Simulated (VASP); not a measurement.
An input for Ansatz (written as the equivalent of a VASP run, and not itself run):

Ansatz 0.2 input:
```yaml
crystal:
  lattice:
    - [1.4442762, -2.5015598, 0.0000000]
    - [1.4442762, 2.5015598, 0.0000000]
    - [0.0000000, 0.0000000, 2.8223380]
  atoms:
    - { symbol: W, position: [0.0000000, 0.0000000, 0.0000000] }
    - { symbol: C, position: [0.3333330, 0.6666670, 0.5000000] }
kpoints:
  mp_grid: { grid: [14, 14, 13] }
hamiltonian:
  xc: pbesol
  pseudopotentials: { kind: paw }
scf:
  occupations: { method: methfessel_paxton, width: 0.1 }
  max_iter: 100
relax:
  max_steps: 40
  f_tol: 0.02
  cell: { p_target: 5 }
output: { forces: true, stress: true, eigenvalues: true }
```

Translate this input to VASP (INCAR, KPOINTS, POSCAR, choice of POTCAR).

One answer among several that fit: 
POSCAR:
```
WC
1
    1.4442761558    -2.5015597568     0.0000000000
    1.4442761558     2.5015597568     0.0000000000
    0.0000000000     0.0000000000     2.8223380285
W C
1 1
Direct
  0.0000000000   0.0000000000   0.0000000000
  0.3333330000   0.6666670000   0.5000000000
```

### INCAR
```
SYSTEM = WC
PREC = Accurate; ENCUT = 620; LREAL = F
LASPH = T
EDIFF = 1E-6; NELM = 100; ALGO = Normal
LMAXMIX = 6
ISMEAR = 1; SIGMA = 0.1
GGA = PS
IBRION = 2; NSW = 40; ISIF = 3
EDIFFG = -0.02; PSTRESS = 50
LWAVE = F; LCHARG = F
```

**KPOINTS**
```
Regular mesh
0
Gamma
14 14 13
```

POTCAR, in this order: W_sv C (PBE.64 set). Program: vasp_std.

What does not carry over: each code has its own PAW files, so the cut-off isn't converted (ENCUT is set for VASP's; basis.ecutwfc is left out, and Ansatz then takes the one that its files recommend); Ansatz stops its SCF on the density residual and VASP on the energy change (EDIFF).

The compound is WC in the wc structure. It was relaxed first under an external pressure of 5 GPa.
